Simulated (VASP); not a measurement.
A run of VASP 6.6.1:

File INCAR:

```
PREC = Accurate
ENCUT = 520
EDIFF = 1E-6
ISMEAR = 0
SIGMA = 0.05
LREAL = False
LASPH = True
NELM = 100
ALGO = Normal
ISIF = 2
LWAVE = False
LCHARG = False
GGA = RP
IBRION = 2
NSW = 40
EDIFFG = -0.02
```

KPOINTS

```
regular mesh
0
Gamma
  8 6 4
```

POSCAR

```
TeP
1.0
    3.3085989700      0.0000000000      0.0000000000
    0.0000000000      4.2912162100      0.0000000000
    0.0000000000      0.0000000000      7.2946479100
Te P
2 2
Direct
    0.0000000000      0.0000000000      0.7213000200
    0.5000000000      0.5000000000      0.2786999800
    0.0000000000      0.5000000000      0.9527000000
    0.5000000000      0.0000000000      0.0473000000
```

Potentials or basis: VASP PAW PBE potentials, release 64 (Te, P).

Launch:

```sh
$ cat potpaw_PBE.64/Te/POTCAR potpaw_PBE.64/P/POTCAR > POTCAR
$ mpirun -np 1 vasp_std > vasp.out
```

Hardware: 1 thread of Intel(R) Xeon(R) 6975P-C (Granite Rapids), on a shared host.

Q: Estimate the wall time of this run.

A: Wall time 4.2 min on 1 thread of Intel(R) Xeon(R) 6975P-C (Granite Rapids), on a shared host, peak memory 0.27 GiB. Counts: scf iterations 101, k points 60, ion steps 13.
